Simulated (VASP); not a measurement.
Here is the system:

```yaml
crystal:
  lattice:
    - [3.26485, 0.00000, 0.00000]
    - [0.00000, 3.26485, 0.00000]
    - [0.00000, 0.00000, 3.26485]
  atoms:
    - { symbol: Rh, position: [0.00000, 0.00000, 0.00000] }
    - { symbol: Te, position: [0.50000, 0.50000, 0.50000] }
```
Cell charge -0.5.

All values below come from PBE GGA, VASP's PBE PAW potentials (set 64) (plane waves; VASP). Run with NELECT = 21.5, 400 eV cut-off, 7×7×7 Γ-centred mesh, Gaussian smearing of 0.050 eV, potentials Rh_pv Te.

The cell is charged, with a uniform compensating background.

Task: Give the stress tensor in GPa (positive for a compressed cell).

Result: 
```
55.17   0.00   0.00
 0.00  55.17   0.00
 0.00   0.00  55.17
```
The pressure is its mean diagonal, 55.17 GPa.

The structure was generated: TeRh was put into the CsCl type (Pm-3m), which need not be its known phase. The cell was not relaxed at this level. The run is one of a series of settings (NELECT = 21.5 against the base run), some of them coarse on purpose.
